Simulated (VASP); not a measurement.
Input of a VASP 6.6.1 run:

Contents of INCAR:

```
PREC = Accurate ; ENCUT = 520
EDIFF = 1E-6 ; ISMEAR = 0
SIGMA = 0.05 ; LREAL = False
LASPH = True ; NELM = 60
ALGO = Normal ; ISIF = 2
LWAVE = False ; LCHARG = False
GGA = PS ; NBANDS = 28
```

KPOINTS

```
regular mesh
0
Gamma
  4 4 4
```

Contents of POSCAR:

```
Sn2Pb
1.0
    0.0000000000      3.6959712065      3.6959712065
    3.6959712065      0.0000000000      3.6959712065
    3.6959712065      3.6959712065      0.0000000000
Pb Sn
1 2
Direct
    0.0000000000      0.0000000000      0.0000000000
    0.2500000000      0.2500000000      0.2500000000
    0.7500000000      0.7500000000      0.7500000000
```

Potentials or basis: VASP PAW PBE potentials, release 64 (Pb_d, Sn_d).

Command:

```console
$ cat potpaw_PBE.64/Pb_d/POTCAR potpaw_PBE.64/Sn_d/POTCAR > POTCAR
$ mpirun -np 1 vasp_std > vasp.out
```

(1) Estimate the pressure.

(2) Estimate the band gap on the k mesh.

## Answers

(1) -0.2 GPa.

(2) none (metal or under the smearing width).

Caveat: the k mesh is coarse (spacing up to 0.37 Å⁻¹), so the values aren't converged; the PAW data sets were made with another functional, which shifts forces and pressure a little.
